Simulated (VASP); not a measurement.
All values below come from PBEsol GGA, VASP's PBE PAW potentials (set 64) (plane waves; VASP 6.6.1).

VASP ran on this input.

File POSCAR:
```
Pt3Ti(111) slab
1
    5.5132439225     0.0000000000     0.0000000000
   -2.7566224585     4.7746095394     0.0000000000
    0.0000000000     0.0000000000    23.9206366608
Ti Pt
4 12
Direct
  0.0000000000   0.0000000000   0.3588600000
  0.3333330000   0.6666670000   0.4529530000
  0.6666670000   0.3333330000   0.5470470000
  0.0000000000   0.0000000000   0.6411400000
  0.5000000000   0.5000000000   0.3588600000
  0.5000000000   1.0000000000   0.3588600000
  0.0000000000   0.5000000000   0.3588600000
  0.8333330000   0.1666670000   0.4529530000
  0.8333330000   0.6666670000   0.4529530000
  0.3333330000   0.1666670000   0.4529530000
  0.1666670000   0.8333330000   0.5470470000
  0.1666670000   0.3333330000   0.5470470000
  0.6666670000   0.8333330000   0.5470470000
  0.5000000000   0.5000000000   0.6411400000
  0.5000000000   0.0000000000   0.6411400000
  1.0000000000   0.5000000000   0.6411400000
```

**KPOINTS**
```
Automatic mesh
0
Gamma
6 6 1
0 0 0
```

### INCAR
```
IBRION  =  2
EDIFFG  =  -0.03   # ionic stop
NELMIN  =  4
LDIPOL  =  .TRUE.
SYSTEM  =  Pt3Ti(111) slab
SIGMA  =  0.1
ENCUT  =  400   # plane-wave cut-off (eV)
IDIPOL  =  3
LREAL  =  .FALSE.
ALGO  =  Normal   # blocked Davidson
NELM  =  100   # most electronic steps
ISMEAR  =  1
PREC  =  Normal
ISIF  =  2   # forces and stress, cell fixed
GGA  =  PS
LMAXMIX  =  6
LWAVE  =  .TRUE.
NSW  =  50   # most ionic steps
DIPOL  =  0.5 0.5 0.5
LASPH  =  .TRUE.
EDIFF  =  1E-5   # SCF stop (eV)
LCHARG  =  .FALSE.
```

POTCAR, in this order: Ti_sv Pt (PBE.64 set). Program: vasp_std.

Q: What will the output report for the number of irreducible k-points (NKPTS), largest plane-wave count, number of space-group operations, FFT grid (NGX, NGY, NGZ)?

A: 
```yaml
number of irreducible k-points (NKPTS): 7
largest_plane_wave_count: 11499
number_of_space_group_operations: 12
FFT grid (NGX, NGY, NGZ): 28 × 28 × 120
```

The cell is a thin slab with vacuum, built from Pt3Ti (L1_2): (111) face.
